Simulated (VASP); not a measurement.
Computed with LDA (Ceperley-Alder, Perdew-Zunger), VASP's LDA PAW potentials (set 64) (plane waves; VASP).

The input files of a VASP run:

**POSCAR**
```
NbAs2
1.0
  4.6840000000  -1.6980000000   0.0000000000
  4.6840000000   1.6980000000   0.0000000000
 -3.8309300000   0.0000000000   6.7932600000
Nb As
2 4
Cart
  0.7217454550  -0.0000000000   1.3348755900
  4.8153245450   0.0000000000   5.4583844100
  3.3871983880  -0.0000000000   0.7363893840
  2.1498716120  -0.0000000000   6.0568706160
  6.2482810400  -0.0000000000   3.2064187200
 -0.7112110400   0.0000000000   3.5868412800
```

INCAR:
```
SYSTEM = NbAs2
PREC = Accurate; ENCUT = 300; LREAL = F
LASPH = T
EDIFF = 1E-6; NELM = 100; ALGO = Normal
LMAXMIX = 4
ISMEAR = -1; SIGMA = 0.05
ISIF = 2
LWAVE = F; LCHARG = F
```

### KPOINTS
```
Automatic mesh
0
Gamma
4 4 2
0 0 0
```

POTCAR, in this order: Nb_sv As (LDA.64 set). Program: vasp_std.

Output

File OSZICAR:
```
       N       E                     dE             d eps       ncg     rms          rms(c)
DAV:   1     0.288962068393E+03    0.28896E+03   -0.17532E+04   804   0.108E+03
DAV:   2    -0.216055747493E+02   -0.31057E+03   -0.30400E+03  1061   0.420E+02
DAV:   3    -0.477309904093E+02   -0.26125E+02   -0.25787E+02  1312   0.895E+01
DAV:   4    -0.495096889900E+02   -0.17787E+01   -0.17734E+01  1200   0.215E+01
DAV:   5    -0.495582502427E+02   -0.48561E-01   -0.48472E-01  1312   0.359E+00    0.118E+01
DAV:   6    -0.479619178252E+02    0.15963E+01   -0.14624E+01  1216   0.201E+01    0.426E+00
DAV:   7    -0.476969057850E+02    0.26501E+00   -0.22737E+00  1352   0.767E+00    0.301E+00
DAV:   8    -0.476382051198E+02    0.58701E-01   -0.21411E-01  1080   0.302E+00    0.603E-01
DAV:   9    -0.476371769480E+02    0.10282E-02   -0.26261E-02  1376   0.864E-01    0.323E-01
DAV:  10    -0.476365641603E+02    0.61279E-03   -0.42896E-03  1208   0.489E-01    0.752E-02
DAV:  11    -0.476365485689E+02    0.15591E-04   -0.35345E-04  1264   0.123E-01    0.270E-02
DAV:  12    -0.476365476589E+02    0.91001E-06   -0.31099E-05  1088   0.344E-02    0.635E-03
DAV:  13    -0.476365479505E+02   -0.29161E-06   -0.51666E-06   928   0.112E-02
   1 F= -.47636548E+02 E0= -.47633933E+02  d E =-.523070E-02
```

**OUTCAR**
```
------------------------ aborting loop because EDIFF is reached ----------------------------------------
  FORCE on cell =-STRESS in cart. coord.  units (eV):
  Direction    XX          YY          ZZ          XY          YZ          ZX
  --------------------------------------------------------------------------------------
  Total       -3.6207009     -3.3438722     -3.2444469      0.0000000      0.0000000     -0.0716580
  in kB      -53.6834515    -49.5789640    -48.1048032      0.0000000      0.0000000     -1.0624592
  external PRESSURE =     -50.4557395 kB  Pullay stress =       0.0000000 kB
  volume of cell :      108.06
      direct lattice vectors                 reciprocal lattice vectors
     4.684000000 -1.698000000  0.000000000     0.106746371 -0.294464075  0.060197589
     4.684000000  1.698000000  0.000000000     0.106746371  0.294464075  0.060197589
    -3.830930000  0.000000000  6.793260000     0.000000000  0.000000000  0.147204729
 POSITION                                       TOTAL-FORCE (eV/Angst)
 -----------------------------------------------------------------------------------
      0.72175      0.00000      1.33488        -0.088926      0.000000     -0.100537
      4.81532      0.00000      5.45838         0.088926      0.000000      0.100537
      3.38720      0.00000      0.73639         0.115145      0.000000     -0.074631
      2.14987      0.00000      6.05687        -0.115145      0.000000      0.074631
      6.24828      0.00000      3.20642        -0.262963      0.000000     -0.021675
     -0.71121      0.00000      3.58684         0.262963      0.000000      0.021675
 -----------------------------------------------------------------------------------
    total drift:                               -0.000000     -0.000000     -0.000000
  FREE ENERGIE OF THE ION-ELECTRON SYSTEM (eV)
  ---------------------------------------------------
  free  energy   TOTEN  =       -47.6365479505 eV

  energy  without entropy=      -47.6313172477  energy(sigma->0) =      -47.63393260
```
(Selected blocks of OUTCAR.)

OUTCAR:
```
 val. band max:        8.2509924123   @ k =   0.0000   0.0000   0.5000

 cond. band min:       8.2668600856   @ k =   0.5000   0.5000   0.5000


 Fermi energy:         8.2613763611

 k-point     1 :       0.0000    0.0000    0.0000
  band No.  band energies     occupation
      1     -46.4470      2.00000
      2     -46.4175      2.00000
      3     -22.8695      2.00000
      4     -22.7603      2.00000
      5     -22.7264      2.00000
      6     -22.6513      2.00000
      7     -22.6198      2.00000
      8     -22.5493      2.00000
      9      -5.5734      2.00000
     10      -3.6580      2.00000
     11      -1.9622      2.00000
     12      -0.3551      2.00000
     13       2.2749      2.00000
     14       3.1499      2.00000
     15       3.6109      2.00000
     16       5.5660      2.00000
     17       6.2634      2.00000
     18       6.2714      2.00000
     19       6.4267      2.00000
     20       6.4392      2.00000
     21       7.0931      2.00000
     22       7.3351      2.00000
     23       8.0215      1.98364
     24       8.9650      0.00000
     25       9.3718      0.00000
     26      10.1226      0.00000
     27      11.0373      0.00000

 k-point     2 :       0.2500   -0.0000    0.0000
  band No.  band energies     occupation
      1     -46.4392      2.00000
      2     -46.4107      2.00000
      3     -22.8458      2.00000
      4     -22.7646      2.00000
      5     -22.7532      2.00000
      6     -22.7234      2.00000
      7     -22.7131      2.00000
      8     -22.5383      2.00000
      9      -4.7658      2.00000
     10      -3.3167      2.00000
     11      -1.7001      2.00000
     12      -0.7461      2.00000
     13       3.0340      2.00000
     14       3.2328      2.00000
     15       3.9314      2.00000
     16       4.5863      2.00000
     17       4.7953      2.00000
     18       5.6814      2.00000
     19       5.9765      2.00000
     20       6.1746      2.00000
     21       6.5666      2.00000
...
```

At this cut-off the stress carries a Pulay error, which pulls relaxed volumes low.

The structure comes from a measured NbAs2 entry of the Crystallography Open Database, whose conditions weren't checked. The cell was not relaxed at this level. The k-mesh is coarse (spacing up to 0.50 per Å, 2π included), so the numbers may not be converged in it.
